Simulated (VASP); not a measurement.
Ba:

```xyz
1
Lattice="-2.5065 2.5065 2.5065 2.5065 -2.5065 2.5065 2.5065 2.5065 -2.5065" Properties=species:S:1:pos:R:3 pbc="T T T"
Ba    0.0000    0.0000    0.0000
```

```yaml
Program: VASP 6.6.1
Task: relaxation of cell and atoms
Functional: r2SCAN
Potentials_or_basis: VASP PAW PBE potentials, release 64 (Ba_sv)
Cutoff: 600 eV
k_mesh: 12 × 12 × 12
Occupations: methfessel-paxton, width 0.1 eV
Spin: no spin polarisation
```

At the start: pressure 0.4 GPa; volume 62.99 Å³/atom.

Problem. Where does the relaxation end?

Solution. Over 4 steps the energy falls by 2.6 meV/atom and the volume is 65.51 Å³/atom (+4.0 %); space group Im-3m (No. 229, to 0.05 Å).

The path:
```
step  energy change (eV)  largest force (eV/Å)  pressure (GPa)  volume (Å³)
   1              0.0000                0.0000            0.37        62.99
   2             -0.0021                0.0000            0.14        64.33
   3             -0.0026                0.0000            0.04        65.17
   4             -0.0026                0.0000            0.01        65.51
```

Final structure:
```
CELL_PARAMETERS angstrom
-2.53949 2.53949 2.53949
2.53949 -2.53949 2.53949
2.53949 2.53949 -2.53949
ATOMIC_POSITIONS crystal
Ba 0.00000 0.00000 0.00000
```

Caveat: the PAW data sets were made with another functional, which shifts forces and pressure a little.
